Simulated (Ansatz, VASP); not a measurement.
# Mg2C: VASP beside Ansatz, part 2 of 2

Wanted: the spread between two codes on one cell, functional and k mesh. The cell is generated by rule, not measured, and may not be a known phase. The cell is taken from a series of runs on this material, whose earlier steps may have relaxed, scaled, displaced or heated it; both programs get it as it stands.

VASP 6.6.1 and Ansatz 0.2.0.

So far: The structure; Ansatz: zone-centre phonons, PBE; VASP: zone-centre phonons, PBE.

### Step 3. VASP: zone-centre phonons, PBE (continued)

Level of this step: PBE; plane waves and PAW (C, Mg); invented cell (VASP).

Numbers of over 12 decimals in the logs are rounded to 6 here.

Parts of OUTCAR (step 3):

```text
ion  position               nearest neighbor table
   1  0.087  0.955  0.087-   3 2.15   5 2.15   4 2.33   6 2.33   6 2.33   4 2.33
   2  0.587  0.545  0.587-   5 2.15   3 2.15   4 2.33   6 2.33   4 2.33   6 2.33
   3  0.337  0.250  0.337-   1 2.15   2 2.15   5 2.86   5 2.86   5 2.94   5 2.94   6 3.09   4 3.09
                             4 3.09   6 3.09
   4  0.587  0.750  0.087-   1 2.33   2 2.33   1 2.33   2 2.33   6 2.86   6 2.86   6 2.94   6 2.94
                             3 3.09   5 3.09   5 3.09   3 3.09
   5  0.837  0.250  0.837-   2 2.15   1 2.15   3 2.86   3 2.86   3 2.94   3 2.94   6 3.09   4 3.09
                             4 3.09   6 3.09
   6  0.087  0.750  0.587-   1 2.33   2 2.33   2 2.33   1 2.33   4 2.86   4 2.86   4 2.94   4 2.94
                             5 3.09   3 3.09   5 3.09   3 3.09

  LATTYP: Found a base centered orthorhombic cell.
 ALAT       =     5.7130425917
 B/A-ratio  =     1.0299922373
 C/A-ratio  =     0.9520692533

 Subroutine GETGRP returns: Found  4 space group operations
 (whereof  2 operations were pure point group operations)

The static configuration has the point symmetry C_1h.
 The point group associated with its full space group is C_2v.

 Found     52 irreducible k-points:

   k-points           NKPTS =     52   k-points in BZ     NKDIM =     52   number of bands    NBANDS=     14

   dimension x,y,z NGX =    36 NGY =   48 NGZ =   36
   dimension x,y,z NGXF=    72 NGYF=   96 NGZF=   72

   ENCUT  =  600.0 eV  44.10 Ry    6.64 a.u.   8.19 10.86  8.19*2*pi/ulx,y,z

   NELECT =      16.0000    total number of electrons

 k-points in reciprocal lattice and weights: Automatic mesh
   0.00000000  0.00000000  0.00000000       0.005
   0.16666667  0.00000000 -0.00000000       0.019
   0.33333333  0.00000000 -0.00000000       0.019
   0.50000000  0.00000000 -0.00000000       0.009
   0.00000000  0.16666667  0.00000000       0.009
   0.16666667  0.16666667 -0.00000000       0.037
   0.33333333  0.16666667 -0.00000000       0.037
   0.50000000  0.16666667 -0.00000000       0.019
   0.00000000  0.33333333  0.00000000       0.009
[...]
0.50000000  0.33333333  0.50000000       0.009
   0.50000000  0.50000000  0.50000000       0.005

 average (electrostatic) potential at core
       1 -50.2621       2 -50.2621       3 -37.8852       4 -37.3185       5 -37.8852
       6 -37.3185

[...]
2.37044      2.96336      2.37044        -0.000108      0.011776     -0.000108
      1.36052      1.35976      1.36052         0.000110      0.000197      0.000110
      2.40073      4.07941      0.32028        -0.000002      0.000000     -0.000002
      3.38039      1.35984      3.38039         0.000110     -0.000197      0.000110
      0.32028      4.07941      2.40073        -0.000002      0.000000     -0.000002
 -----------------------------------------------------------------------------------
    total drift:                               -0.000067     -0.000000     -0.000067

 Eigenvectors and eigenvalues of the dynamical matrix
 ----------------------------------------------------

   1 f  =   16.666772 THz   104.720418 2PiTHz  555.943680 cm-1    68.928200 meV
             X         Y         Z           dx          dy          dz
      0.350575  5.195454  0.350575    -0.000268   -0.516680   -0.000268
      2.370440  2.963364  2.370440     0.000268   -0.516680    0.000268
      1.360520  1.359764  1.360520     0.248920    0.328502    0.248920
      2.400730  4.079409  0.320284     0.000023    0.034715   -0.000023
      3.380385  1.359842  3.380385    -0.248920    0.328502   -0.248920
      0.320284  4.079409  2.400730    -0.000023    0.034715    0.000023

   2 f  =   16.275690 THz   102.263179 2PiTHz  542.898595 cm-1    67.310817 meV
             X         Y         Z           dx          dy          dz
      0.350575  5.195454  0.350575     0.396398    0.000851    0.396398
      2.370440  2.963364  2.370440     0.396398   -0.000851    0.396398
      1.360520  1.359764  1.360520    -0.193664   -0.310288   -0.193664
      2.400730  4.079409  0.320284    -0.084989    0.000000   -0.084989
      3.380385  1.359842  3.380385    -0.193664    0.310288   -0.193664
      0.320284  4.079409  2.400730    -0.084989   -0.000000   -0.084989

   3 f  =   15.428562 THz    96.940511 2PiTHz  514.641417 cm-1    63.807375 meV
             X         Y         Z           dx          dy          dz
      0.350575  5.195454  0.350575     0.000451   -0.707106    0.000451
      2.370440  2.963364  2.370440     0.000451    0.707106    0.000451
      1.360520  1.359764  1.360520    -0.000259   -0.000401   -0.000259
      2.400730  4.079409  0.320284    -0.000115   -0.000000   -0.000115
      3.380385  1.359842  3.380385    -0.000259    0.000401   -0.000259
      0.320284  4.079409  2.400730    -0.000115   -0.000000   -0.000115

   4 f  =   14.650622 THz    92.052573 2PiTHz  488.692150 cm-1    60.590077 meV
             X         Y         Z           dx          dy          dz
      0.350575  5.195454  0.350575    -0.496969    0.000239   -0.496969
      2.370440  2.963364  2.370440     0.496969    0.000239    0.496969
      1.360520  1.359764  1.360520    -0.000154   -0.000211   -0.000154
      2.400730  4.079409  0.320284     0.054974    0.000022   -0.054974
      3.380385  1.359842  3.380385     0.000154   -0.000211    0.000154
      0.320284  4.079409  2.400730    -0.054974    0.000022    0.054974

   5 f  =   11.854958 THz    74.486895 2PiTHz  395.438817 cm-1    49.028143 meV
             X         Y         Z           dx          dy          dz
      0.350575  5.195454  0.350575     0.000038   -0.235016    0.000038
      2.370440  2.963364  2.370440    -0.000038   -0.235016   -0.000038
      1.360520  1.359764  1.360520    -0.030753   -0.380717   -0.030753
      2.400730  4.079409  0.320284    -0.000068    0.545830    0.000068
      3.380385  1.359842  3.380385     0.030753   -0.380717    0.030753
      0.320284  4.079409  2.400730     0.000068    0.545830   -0.000068

   6 f  =   10.746126 THz    67.519902 2PiTHz  358.452185 cm-1    44.442387 meV
             X         Y         Z           dx          dy          dz
      0.350575  5.195454  0.350575     0.243987    0.000000   -0.243987
      2.370440  2.963364  2.370440    -0.243987   -0.000000    0.243987
      1.360520  1.359764  1.360520     0.000073   -0.000000   -0.000073
      2.400730  4.079409  0.320284    -0.436429    0.000000   -0.436429
      3.380385  1.359842  3.380385    -0.000073   -0.000000    0.000073
      0.320284  4.079409  2.400730     0.436429   -0.000000    0.436429

   7 f  =    9.700086 THz    60.947439 2PiTHz  323.560049 cm-1    40.116315 meV
             X         Y         Z           dx          dy          dz
      0.350575  5.195454  0.350575     0.054974   -0.000082    0.054974
      2.370440  2.963364  2.370440    -0.054974   -0.000082   -0.054974
      1.360520  1.359764  1.360520    -0.000072   -0.000006   -0.000072
      2.400730  4.079409  0.320284     0.496969    0.000070   -0.496969
      3.380385  1.359842  3.380385     0.000072   -0.000006    0.000072
      0.320284  4.079409  2.400730    -0.496969    0.000070    0.496969

   8 f  =    9.271775 THz    58.256281 2PiTHz  309.273128 cm-1    38.344964 meV
             X         Y         Z           dx          dy          dz
      0.350575  5.195454  0.350575     0.353222    0.000000   -0.353222
      2.370440  2.963364  2.370440     0.353222    0.000000   -0.353222
      1.360520  1.359764  1.360520     0.093013   -0.000000   -0.093013
      2.400730  4.079409  0.320284    -0.341443    0.000036    0.341443
      3.380385  1.359842  3.380385     0.093013    0.000000   -0.093013
      0.320284  4.079409  2.400730    -0.341443   -0.000036    0.341443

   9 f  =    9.190268 THz    57.744158 2PiTHz  306.554351 cm-1    38.007878 meV
             X         Y         Z           dx          dy          dz
      0.350575  5.195454  0.350575     0.436429    0.000000   -0.436429
      2.370440  2.963364  2.370440    -0.436429    0.000000    0.436429
      1.360520  1.359764  1.360520     0.000771   -0.000000   -0.000771
      2.400730  4.079409  0.320284     0.243986   -0.000000    0.243986
      3.380385  1.359842  3.380385    -0.000771   -0.000000    0.000771
      0.320284  4.079409  2.400730    -0.243986    0.000000   -0.243986

  10 f  =    8.839146 THz    55.537990 2PiTHz  294.842163 cm-1    36.555753 meV
             X         Y         Z           dx          dy          dz
      0.350575  5.195454  0.350575     0.000011   -0.280623    0.000011
      2.370440  2.963364  2.370440    -0.000011   -0.280623   -0.000011
      1.360520  1.359764  1.360520    -0.432542    0.216127   -0.432542
      2.400730  4.079409  0.320284    -0.000084   -0.018819    0.000084
      3.380385  1.359842  3.380385     0.432542    0.216127    0.432542
      0.320284  4.079409  2.400730     0.000084   -0.018819   -0.000084

  11 f  =    8.484275 THz    53.308271 2PiTHz  283.004946 cm-1    35.088126 meV
             X         Y         Z           dx          dy          dz
      0.350575  5.195454  0.350575    -0.000709    0.000000    0.000709
      2.370440  2.963364  2.370440     0.000709    0.000000   -0.000709
      1.360520  1.359764  1.360520     0.499999   -0.000000   -0.499999
      2.400730  4.079409  0.320284    -0.000313   -0.000000   -0.000313
      3.380385  1.359842  3.380385    -0.499999   -0.000000    0.499999
      0.320284  4.079409  2.400730     0.000313    0.000000    0.000313

  12 f  =    7.985143 THz    50.172134 2PiTHz  266.355706 cm-1    33.023884 meV
             X         Y         Z           dx          dy          dz
      0.350575  5.195454  0.350575    -0.189249    0.000032   -0.189249
      2.370440  2.963364  2.370440    -0.189249   -0.000032   -0.189249
      1.360520  1.359764  1.360520    -0.166563   -0.439738   -0.166563
      2.400730  4.079409  0.320284     0.299594    0.000000    0.299594
      3.380385  1.359842  3.380385    -0.166563    0.439738   -0.166563
      0.320284  4.079409  2.400730     0.299594   -0.000000    0.299594

  13 f  =    7.204328 THz    45.266127 2PiTHz  240.310512 cm-1    29.794693 meV
             X         Y         Z           dx          dy          dz
      0.350575  5.195454  0.350575     0.000033    0.000000   -0.000033
      2.370440  2.963364  2.370440     0.000033    0.000000   -0.000033
      1.360520  1.359764  1.360520    -0.000020   -0.000000    0.000020
      2.400730  4.079409  0.320284    -0.000009   -0.707107    0.000009
      3.380385  1.359842  3.380385    -0.000020    0.000000    0.000020
      0.320284  4.079409  2.400730    -0.000009    0.707107    0.000009
    [... 43 further lines ...]
      3.380385  1.359842  3.380385    -0.375848   -0.000000    0.375848
      0.320284  4.079409  2.400730     0.182048   -0.000042   -0.182048

 ELASTIC MODULI CONTR FROM IONIC RELAXATION (kBar)
 Direction    XX          YY          ZZ          XY          YZ          ZX
 --------------------------------------------------------------------------------
 XX          -4.1929     24.2740     -4.0178      0.0000     -0.0000     11.7259
 YY          24.2740   -143.5286     24.2740     -0.0000      0.0000    -69.3304
 ZZ          -4.0178     24.2740     -4.1929     -0.0000     -0.0000     11.7251
 XY           0.0000     -0.0000     -0.0000   -123.0857    103.1512     -0.0000
 YZ          -0.0000      0.0000     -0.0000    103.1512   -125.9637      0.0000
 ZX          11.7259    -69.3304     11.7251     -0.0000      0.0000    -33.4908
 --------------------------------------------------------------------------------
```

The gap is under twice the smearing width, so the edge states are partly filled and the run can't tell a small gap from a semimetal. Methfessel-Paxton smearing is not meant for a cell with a gap.

### Step 4. Differences

Known differences besides the potentials themselves: the data sets hold 48 valence electrons in Ansatz (on its default PAW (the set named soft_2) files) and 16 in VASP; the cutoff is 420 eV in Ansatz and 600 eV in VASP. Total energies have different zeros and are not compared.

The two programs side by side:

| quantity | Ansatz | VASP | difference |
| --- | --- | --- | --- |
| optical mode 1 (imaginary, printed as negative) (cm⁻¹) | -110.7 | -110.4 | -0.2 |
| optical mode 2 (cm⁻¹) | 52.7 | 53.6 | -1.62 % |
| optical mode 3 (cm⁻¹) | 239.8 | 240.3 | -0.22 % |
| optical mode 4 (cm⁻¹) | 265.1 | 266.4 | -0.46 % |
| optical mode 5 (cm⁻¹) | 281.8 | 283.0 | -0.44 % |
| optical mode 6 (cm⁻¹) | 293.4 | 294.8 | -0.49 % |
| optical mode 7 (cm⁻¹) | 305.2 | 306.6 | -0.43 % |
| optical mode 8 (cm⁻¹) | 308.2 | 309.3 | -0.33 % |
| optical mode 9 (cm⁻¹) | 323.2 | 323.6 | -0.10 % |
| optical mode 10 (cm⁻¹) | 357.6 | 358.5 | -0.24 % |
| optical mode 11 (cm⁻¹) | 394.4 | 395.4 | -0.26 % |
| optical mode 12 (cm⁻¹) | 485.8 | 488.7 | -0.58 % |
| optical mode 13 (cm⁻¹) | 513.0 | 514.6 | -0.33 % |
| optical mode 14 (cm⁻¹) | 540.1 | 542.9 | -0.52 % |
| optical mode 15 (cm⁻¹) | 553.3 | 555.9 | -0.48 % |

Modes are paired by rising frequency, not by their patterns, so a pair may set unlike modes beside each other; they are those without the splitting of longitudinal modes.

### Step 5. What came out

```json
{
 "r.m.s. difference of the optical zone-centre modes, each program's sorted by frequency (zone-centre phonons, PBE)": "1.6 cm⁻¹",
 "difference in optical mode 2 (zone-centre phonons, PBE)": "-1.6 %"
}
```

The r.m.s. difference of the optical zone-centre modes, each program's sorted by frequency is 1.6 cm⁻¹ (zone-centre phonons, PBE). The data sets hold unlike numbers of valence electrons (48 in Ansatz and 16 in VASP), so part of the differences comes from the potentials. Among the rows given in per cent, the largest difference of the zone-centre phonons, PBE pair is in optical mode 2, -1.6 %. How closely two codes agree says nothing of how well the functional describes the real material.

[Lines on the potential files, build, host, timing and source positions are cut from VASP's logs without a mark.]

[Logs are printed without paths, hosts, clocks, repeated set-up lines and the standing remarks that a program may print on its own settings, such as how far it seeks lower states.]

[Hosts, paths, dates, database ids (printed as entryN), source tags and the programs' standing remarks are cut or masked in the printed files.]
